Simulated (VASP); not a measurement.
Data:

```
Li
1.0
   -1.70848     1.70848     1.70848
    1.70848    -1.70848     1.70848
    1.70848     1.70848    -1.70848
Li
1
Cartesian
  0.00000   0.00000   0.00000
```

All values below come from PBE GGA with D4 dispersion, VASP's PBE PAW potentials (set 64) (plane waves; VASP). Run with 520 eV cut-off, 14×14×14 Γ-centred mesh, first-order Methfessel-Paxton smearing of 0.10 eV, potentials Li_sv.

### Question
Predict the energy per atom (σ→0), band gap (on the k-mesh) with the smallest direct gap where there is one.

### Answer

The band gap (on the k-mesh) is none (metal, semimetal or under 0.01 eV). The energy per atom (σ→0) is -1.922 eV/atom.

The compound is Li in the bcc structure. It was relaxed first, which changed the volume by -6 %. The start is the result of an earlier pass.
